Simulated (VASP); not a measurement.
Set up this calculation in VASP 6.6.1, as the native input.

```yaml
Task: relaxation of the atoms
Functional: PBEsol
Potentials_or_basis: VASP PAW PBE potentials, release 64 (Ge_d, Sn_d)
Cutoff: 400 eV
k_mesh: 6 × 6 × 3
Occupations: gaussian, width 0.02 eV
Spin: no spin polarisation
Further_INCAR_settings: ALGO = Fast; EDIFF = 1e-07; IBRION = 2; EDIFFG = -0.005; NSW = 60
```

The structure of SnGe7 lies in POSCAR:

```
SnGe7
1.0
    5.6760000000      0.0000000000      0.0000000000
    0.0000000000      5.6760000000      0.0000000000
    0.0000000000      0.0000000000     11.8342000000
Ge Sn
14 2
Direct
    0.0000000000      0.0000000000      0.0000000000
    0.0000000000      0.5000000000      0.2500000000
    0.5000000000      0.0000000000      0.2500000000
    0.5000000000      0.5000000000      0.0000000000
    0.2500000000      0.2500000000      0.1250000000
    0.7500000000      0.7500000000      0.1250000000
    0.0000000000      0.0000000000      0.5000000000
    0.0000000000      0.5000000000      0.7500000000
    0.5000000000      0.0000000000      0.7500000000
    0.5000000000      0.5000000000      0.5000000000
    0.2500000000      0.2500000000      0.6250000000
    0.2500000000      0.7500000000      0.8750000000
    0.7500000000      0.2500000000      0.8750000000
    0.7500000000      0.7500000000      0.6250000000
    0.2500000000      0.7500000000      0.3750000000
    0.7500000000      0.2500000000      0.3750000000
```

The cell comes from a database or a generator and needn't be the stable form of this composition.

These files were run (other wordings do the same):

INCAR

```
SYSTEM = SnGe7
PREC = Accurate ; ENCUT = 400
EDIFF = 1E-7 ; ISMEAR = 0
SIGMA = 0.02 ; LREAL = .False.
LASPH = .True. ; NELM = 100
ALGO = Fast ; ISIF = 2
LWAVE = .False. ; LCHARG = .False.
GGA = PS ; IBRION = 2
NSW = 60 ; EDIFFG = -0.005
```

KPOINTS

```
Automatic mesh
0
Gamma
  6 6 3
  0 0 0
```

Potentials or basis: VASP PAW PBE potentials, release 64 (Ge_d, Sn_d).

Command:

```bash
$ cat potpaw_PBE.64/Ge_d/POTCAR potpaw_PBE.64/Sn_d/POTCAR > POTCAR
$ mpirun -np 1 vasp_std > vasp.out
```

Results of the run:

```
Energy gained by relaxing : 33.0 meV/atom
Ionic steps               : 11
Pressure after relaxing   : 0.8 GPa
Band gap on the k mesh    : none (metal or under the smearing width)
```

Caveat: the PAW data sets were made with another functional, which shifts forces and pressure a little.

It took 110 min on 1 thread of Intel(R) Xeon(R) Platinum 8488C (Sapphire Rapids), with other jobs on the host, peak memory 0.69 GiB.
